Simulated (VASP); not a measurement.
Set up this calculation in VASP 6.6.1, as the native input.

```
Task                   : single point
Functional             : PBE
Potentials or basis    : VASP PAW PBE potentials, release 64 (Sr_sv, Ni, Mg)
Cutoff                 : 520 eV
k mesh                 : 6 × 5 × 5
Occupations            : fermi-dirac, width 0.05 eV
Spin                   : collinear spin, ferromagnetic start
Starting moments       : [0.0, 1.0, 0.0, 0.0, 0.0, 0.0, 0.0, 0.0] μB
Further INCAR settings : ALGO = Normal; EDIFF = 1e-07; NBANDS = 30
```

The structure of SrMg6Ni lies in POSCAR:

```
SrMg6Ni
1.0
    4.4852480000      0.0000000000      0.0000000000
    0.0000000000      3.1281750000      7.1187980000
    0.0000000000     -3.1281750000      7.1187980000
Sr Ni Mg
1 1 6
Direct
    0.5073560000      0.7211300000      0.7140660000
    0.0017980000      0.8932260000      0.8963360000
    0.4965650000      0.1347840000      0.1332020000
    0.5000960000      0.1613560000      0.6837730000
    0.4991970000      0.6750150000      0.1697020000
   -0.0089890000      0.3004910000      0.3127360000
    0.0078730000      0.3043340000      0.8021040000
   -0.0008370000      0.7919890000      0.3060000000
```

The cell comes from a database or a generator and needn't be the stable form of this composition.

The cell isn't the ideal one: atoms moved at random, drawn with an rms of 0.05 Å.

The input as run:

INCAR

```
ALGO = Normal
EDIFF = 1E-7
ENCUT = 520
GGA = PE
ISIF = 2
ISMEAR = -1
ISPIN = 2
LASPH = T
LCHARG = T
LELF = T
LMAXMIX = 4
LORBIT = 11
LREAL = F
LVHAR = T
LWAVE = F
MAGMOM = 0 1 0 0 0 0 0 0
NBANDS = 30
NELM = 150
PREC = Accurate
SIGMA = 0.05
```

KPOINTS

```
k-points
0
Gamma
  6 5 5
```

Potentials or basis: VASP PAW PBE potentials, release 64 (Sr_sv, Ni, Mg).

Launch:

```sh
$ cat potpaw_PBE.64/Sr_sv/POTCAR potpaw_PBE.64/Ni/POTCAR potpaw_PBE.64/Mg/POTCAR > POTCAR
$ mpirun -np 1 vasp_std > vasp.out
```

It gave:

The pressure is -0.1 GPa. The largest force is 0.201 eV/Å, the band gap on the k mesh is none (metal or under the smearing width) and the net moment is 0.00 μB per cell. The valence electrons inside the program's atomic spheres are Sr 8.00; Ni 9.10; Mg 0.37, 0.30.

It took 58 min on 1 thread of AMD EPYC 7R43 64-Core Processor (Zen 3), on a shared host, peak memory 0.88 GiB.
